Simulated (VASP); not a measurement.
Cost and result of VASP (PAW) for the lattice constant a of CaSe (rock salt). Static lattice. The cost counts the five points of the equation of state, each on the mesh and cut-off of its row, so the ratios hold those differences too. With PBEsol it took about 60 core-seconds. Times come from single runs on busy shared machines, so they are rough: good to a factor of about 2.

```tsv
level	k-mesh	cut-off (eV)	lattice constant a (Å)	cost over PBEsol
LDA	8×8×8	520	…	…
PBEsol	8×8×8	520	5.878	reference
r2SCAN	8×8×8	520	5.945	about 7 times
SCAN	8×8×8	520	…	about 7 times
```

Question: Complete the blanks.

Answer: 
- LDA, lattice constant a (Å): 5.802
- LDA, cost over PBEsol: within a factor of 2
- SCAN, lattice constant a (Å): 5.934

Left out are levels that failed, ran on another kind of processor or have no fit band path; at most nine are shown.

The compound is CaSe in the rock salt structure.
